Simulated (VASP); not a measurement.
CsSnI3 (cubic perovskite), at 1.04 of the tabulated volume:

```yaml
crystal:
  lattice:
    - [6.30185, 0.00000, 0.00000]
    - [0.00000, 6.30185, 0.00000]
    - [0.00000, 0.00000, 6.30185]
  atoms:
    - { symbol: Cs, position: [0.00000, 0.00000, 0.00000] }
    - { symbol: Sn, position: [0.50000, 0.50000, 0.50000] }
    - { symbol: I, position: [0.50000, 0.00000, 0.50000] }
    - { symbol: I, position: [0.00000, 0.50000, 0.50000] }
    - { symbol: I, position: [0.50000, 0.50000, 0.00000] }
```

The highest filled band near R, direction [111], from mBJ (TB09) with spin-orbit coupling in VASP (PAW); its two spin partners are averaged. The gap over the points computed is 0.48 eV, and the next band on that side lies 1.64 eV away at the edge.

Settings: 400 eV cut-off, 4×4×4 Γ-centred mesh, Gaussian smearing of 0.050 eV, potentials Cs_sv Sn_d I.

| distance from the edge in k (1/Å) | distance in energy (meV) |
|---|---|
| 0.012 | 7.9 |
| 0.018 | 17.5 |
| 0.025 | 32.9 |
| 0.035 | 61.6 |
| 0.050 | 116.0 |
| 0.070 | 202.7 |

Question: Fit E(1 + αE) = ħ²k²/2m* (ħ²/2m0 = 3.810 eV Å²) and predict the row at 0.095 1/Å.

Answer: Least squares on the energies gives the hole mass m* = 0.069 m0 and α = 1.69 per eV, and so 323.9 meV. The run gave 324.4 meV, +0.5 meV from the fit.

Left out are points under 3 meV from the edge, since the levels carry 0.1 meV, and points farther than half the way to the next band.

The compound is CsSnI3 in the cubic perovskite structure, the ideal cubic form; the compound distorts at low or room temperature. The cell was not relaxed at this level.
